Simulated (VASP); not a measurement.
Data:

```
CELL_PARAMETERS angstrom
      0.00000     1.90000     1.90000
      1.90000     0.00000     1.90000
      1.90000     1.90000     0.00000
ATOMIC_POSITIONS crystal
  Rh 0.00000 0.00000 0.00000
```

All values below come from PBE GGA, VASP's PBE PAW potentials (set 64) (plane waves; VASP). Numerical set-up: 480 eV cut-off, 15×15×15 Γ-centred mesh, first-order Methfessel-Paxton smearing of 0.10 eV, potentials Rh_pv.

Energy and stress use the plane-wave basis of the starting cell.

Q: The ions, cell shape and volume are relaxed. Give the cell that the relaxation ends in.

A: 
```
CELL_PARAMETERS angstrom
      0.00000     1.91517     1.91517
      1.91517     0.00000     1.91517
      1.91517     1.91517     0.00000
ATOMIC_POSITIONS crystal
  Rh 0.00000 0.00000 0.00000
```
Space group Fm-3m (225), at a tolerance of 0.03 Å.

Q: How do energy and volume change from the first to the last step?

A: The energy (σ→0) changes by -6.3 meV/atom and the volume by +2.4 %, in 3 ionic steps.

| step | E(σ→0) (eV) | max force (eV/Å) | pressure (GPa) | volume (Å³) |
|---|---|---|---|---|
| 1 | -7.2517 | 0.000 | 6.41 | 13.72 |
| 2 | -7.2255 | 0.000 | -12.42 | 14.84 |
| 3 | -7.2580 | 0.000 | -0.07 | 14.05 |

The compound is Rh in the fcc structure. This run relaxes it. Symmetry was kept, so distortions that lower it aren't found.
